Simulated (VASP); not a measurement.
A convergence study with VASP on HfC (rock salt): one setting is varied, all else stays as given below, so the limit is that of these other settings. Each run relaxes cell and ions from the cell shown. The basis is that of the starting cell, so low cut-offs carry a Pulay error.

```
CELL_PARAMETERS angstrom
      0.00000     2.32000     2.32000
      2.32000     0.00000     2.32000
      2.32000     2.32000     0.00000
ATOMIC_POSITIONS crystal
  Hf 0.00000 0.00000 0.00000
  C  0.50000 0.50000 0.50000
```

The numbers are results of PBE GGA, VASP's PBE PAW potentials (set 64) (plane waves; VASP 6.6.1), not measurements. The tightest run used: 800 eV cut-off, 11×11×11 Γ-centred mesh, first-order Methfessel-Paxton smearing of 0.10 eV, potentials Hf_pv C.

```csv
setting,relaxed volume (Å³/atom),E (eV/atom),plane waves
ENCUT = 250,11.938,-10.5574,232
ENCUT = 300,12.228,-10.5311,306
ENCUT = 350,12.405,-10.5229,379
```

These are the cheaper rows. Estimate the results at ENCUT = 800, and how far the last row shown lies from them.

| quantity | tightest run | last row shown is off by |
|---|---|---|
| relaxed volume (Å³/atom) | 12.546 | -0.142 |
| E (eV/atom) | -10.5243 | 0.0014 |

Left out are rungs that failed or repeat a setting and relaxations that didn't move; long series are thinned to 24 rows.

The compound is HfC in the rock salt structure.
